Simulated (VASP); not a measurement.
# Quasiparticle energies of CuI (Marshite) in VASP, part 3 of 6

Aim: the quasiparticle gap of CuI (Marshite), and what it costs to get it. The cell is of the zinc-blende type, one of the forms listed for this formula. The start is a cell from a database of measured crystal structures.

VASP 6.6.1, plane waves and PAW; the level of theory is named at each step.

So far, gap on the k-mesh (eV): step 3 (empty bands, functional PBE) 1.11.

The database entry behind the starting cell differs from later determinations by our own check (about 0.15 % long (mineral sample)), so it need not match the best structure at ambient conditions.

## 4. evGW0 (continued)

Level of this step: evGW0 on PBE; plane waves and PAW (Cu_GW, I_GW) (VASP).

From OUTCAR (step 4):

```text
The static configuration has the point symmetry T_d .

 Found     16 irreducible k-points:

   k-points           NKPTS =     16   k-points in BZ     NKDIM =    216   number of bands    NBANDS=    360

   NELECT =      18.0000    total number of electrons

 E-fermi :   4.5211

 QP shifts <psi_nk| G(iteration)W_0 |psi_nk>: iteration 1
 for sc-GW calculations column KS-energies equals QP-energies in previous step
 and V_xc(KS)=  KS-energies - (<T + V_ion + V_H > + <T+V_H+V_ion>^1  + <V_x>^1)
 k-point   1 :       0.0000    0.0000    0.0000
  band No.  KS-energies  QP-energies   sigma(KS)   V_xc(KS)     V^pw_x(r,r')   Z            occupation Imag(sigma)
    ...
      6       2.1156       1.3348     -20.1117     -18.8747     -28.3575       0.6312       2.0000       0.0212
      7       3.9653       3.1474     -18.1577     -16.9998     -22.9802       0.7064       2.0000      -0.0340
      8       3.9653       3.1474     -18.1577     -16.9998     -22.9802       0.7064       2.0000      -0.0340
      9       3.9653       3.1474     -18.1577     -16.9998     -22.9802       0.7064       2.0000      -0.0340
     10       5.0768       5.2611      -9.0861      -9.3206      -5.1193       0.7860       0.0000      -0.1333
     11       8.8504       8.9846      -9.1004      -9.2750      -4.8208       0.7684       0.0000      -0.1322
     12       8.8504       8.9846      -9.1004      -9.2750      -4.8208       0.7684       0.0000      -0.1322
     13       8.8504       8.9846      -9.1004      -9.2750      -4.8208       0.7684       0.0000      -0.1322
    ...

 k-point   2 :       0.1667    0.0000    0.0000
  band No.  KS-energies  QP-energies   sigma(KS)   V_xc(KS)     V^pw_x(r,r')   Z            occupation Imag(sigma)
    ...
      6       2.1068       1.3276     -20.0736     -18.8380     -28.3114       0.6306       2.0000       0.0220
      7       3.0981       2.3294     -18.6503     -17.5126     -24.7608       0.6757       2.0000      -0.0132
      8       3.7726       2.9441     -18.1327     -16.9549     -23.1428       0.7034       2.0000      -0.0302
      9       3.7726       2.9441     -18.1327     -16.9549     -23.1428       0.7034       2.0000      -0.0302
     10       6.0090       6.1818      -9.5729      -9.7941      -5.5818       0.7813       0.0000      -0.1340
     11       8.8445       8.9385      -9.1967      -9.3190      -4.9769       0.7692       0.0000      -0.1408
     12       9.1978       9.3459      -9.2375      -9.4313      -4.8801       0.7642       0.0000      -0.1395
     13       9.1978       9.3459      -9.2375      -9.4313      -4.8801       0.7642       0.0000      -0.1395
    ...

 k-point   3 :       0.3333    0.0000    0.0000
  band No.  KS-energies  QP-energies   sigma(KS)   V_xc(KS)     V^pw_x(r,r')   Z            occupation Imag(sigma)
    ...
      6       2.1176       1.3422     -20.0991     -18.8698     -28.3583       0.6308       2.0000       0.0227
      7       2.4119       1.6416     -19.8193     -18.6164     -27.6562       0.6404       2.0000       0.0188
      8       3.4264       2.5833     -18.1311     -16.9152     -23.5063       0.6934       2.0000      -0.0225
      9       3.4264       2.5833     -18.1311     -16.9152     -23.5063       0.6934       2.0000      -0.0225
     10       6.1937       6.3933      -9.4000      -9.6557      -5.3746       0.7808       0.0000      -0.1343
     11       9.4562       9.6052      -9.2941      -9.4900      -5.0246       0.7608       0.0000      -0.1446
     12       9.4562       9.6052      -9.2941      -9.4900      -5.0246       0.7608       0.0000      -0.1446
     13      10.3787      10.4274      -9.1636      -9.2281      -4.4737       0.7549       0.0000      -0.2016
    ...

 QP shifts <psi_nk| G(iteration)W_0 |psi_nk>: iteration 2
 k-point   1 :       0.0000    0.0000    0.0000
  band No. old QP-enery  QP-energies   sigma(KS)   T+V_ion+V_H  V^pw_x(r,r')   Z            occupation Imag(sigma)
    ...
      6       1.3348       1.0578     -20.0940      20.9903     -28.3575       0.6317       2.0000       0.0141
      7       3.1474       2.9386     -18.1127      20.9651     -22.9802       0.7080       2.0000      -0.0383
      8       3.1474       2.9386     -18.1127      20.9651     -22.9802       0.7080       2.0000      -0.0383
      9       3.1474       2.9386     -18.1127      20.9651     -22.9802       0.7080       2.0000      -0.0383
     10       5.2611       5.2639      -9.1328      14.3974      -5.1193       0.7915       0.0000      -0.1347
     11       8.9846       8.9947      -9.1277      18.1254      -4.8208       0.7694       0.0000      -0.1324
     12       8.9846       8.9947      -9.1277      18.1254      -4.8208       0.7694       0.0000      -0.1324
     13       8.9846       8.9947      -9.1277      18.1254      -4.8208       0.7694       0.0000      -0.1324
    ...

 QP shifts <psi_nk| G(iteration)W_0 |psi_nk>: iteration 3
 k-point   1 :       0.0000    0.0000    0.0000
  band No. old QP-enery  QP-energies   sigma(KS)   T+V_ion+V_H  V^pw_x(r,r')   Z            occupation Imag(sigma)
    ...
      6       1.0578       0.9615     -20.0849      20.9903     -28.3575       0.6317       2.0000       0.0122
      7       2.9386       2.8764     -18.1142      20.9651     -22.9802       0.7095       2.0000      -0.0404
      8       2.9386       2.8764     -18.1142      20.9651     -22.9802       0.7095       2.0000      -0.0404
      9       2.9386       2.8764     -18.1142      20.9651     -22.9802       0.7095       2.0000      -0.0404
     10       5.2639       5.2586      -9.1402      14.3974      -5.1193       0.7921       0.0000      -0.1354
     11       8.9947       8.9922      -9.1340      18.1254      -4.8208       0.7694       0.0000      -0.1327
     12       8.9947       8.9922      -9.1340      18.1254      -4.8208       0.7694       0.0000      -0.1327
     13       8.9947       8.9922      -9.1340      18.1254      -4.8208       0.7694       0.0000      -0.1327
    ...

 QP shifts <psi_nk| G(iteration)W_0 |psi_nk>: iteration 4
 k-point   1 :       0.0000    0.0000    0.0000
  band No. old QP-enery  QP-energies   sigma(KS)   T+V_ion+V_H  V^pw_x(r,r')   Z            occupation Imag(sigma)
    ...
      6       0.9615       0.9288     -20.0805      20.9903     -28.3575       0.6316       2.0000       0.0116
      7       2.8764       2.8569     -18.1162      20.9651     -22.9802       0.7097       2.0000      -0.0411
      8       2.8764       2.8569     -18.1162      20.9651     -22.9802       0.7097       2.0000      -0.0411
      9       2.8764       2.8569     -18.1162      20.9651     -22.9802       0.7097       2.0000      -0.0411
     10       5.2586       5.2561      -9.1420      14.3974      -5.1193       0.7922       0.0000      -0.1356
     11       8.9922       8.9904      -9.1356      18.1254      -4.8208       0.7693       0.0000      -0.1328
     12       8.9922       8.9904      -9.1356      18.1254      -4.8208       0.7693       0.0000      -0.1328
     13       8.9922       8.9904      -9.1356      18.1254      -4.8208       0.7693       0.0000      -0.1328
    ...

[... 7 parts as in an earlier step ...]

[... 26 further parts left out ...]
```

This step gave:

```yaml
quasiparticle_gap_on_the_mesh: 2.399 eV
smallest_direct_quasiparticle_gap_on_the_mesh: 2.399 eV
gap_of_the_starting_orbitals_on_the_mesh: 1.112 eV
```

QP gap by iteration, by row:

| iteration | gap (eV) | direct gap (eV) |
| --- | --- | --- |
| 1 | 2.114 | 2.114 |
| 2 | 2.325 | 2.325 |
| 3 | 2.382 | 2.382 |
| 4 | 2.399 | 2.399 |

GW takes the gap from 1.112 to 2.399 eV. The last pass still moved it by +17 meV. Spin-orbit coupling is left out. The value holds for 360 bands, ENCUTGW = 200 eV and this mesh, and isn't shown to be converged in them.

[end of part 3 of 6]

[Lines on the potential files, build, host, timing and source positions are cut from VASP's logs without a mark.]

[Logs are printed without paths, hosts, clocks, repeated set-up lines and the standing remarks that a program may print on its own settings, such as how far it seeks lower states.]

[Hosts, paths, dates, database ids (printed as entryN), source tags and the programs' standing remarks are cut or masked in the printed files.]

[Pressures printed for these runs are not shown converged in the cutoff: they can be off by several GPa and have the wrong sign.]
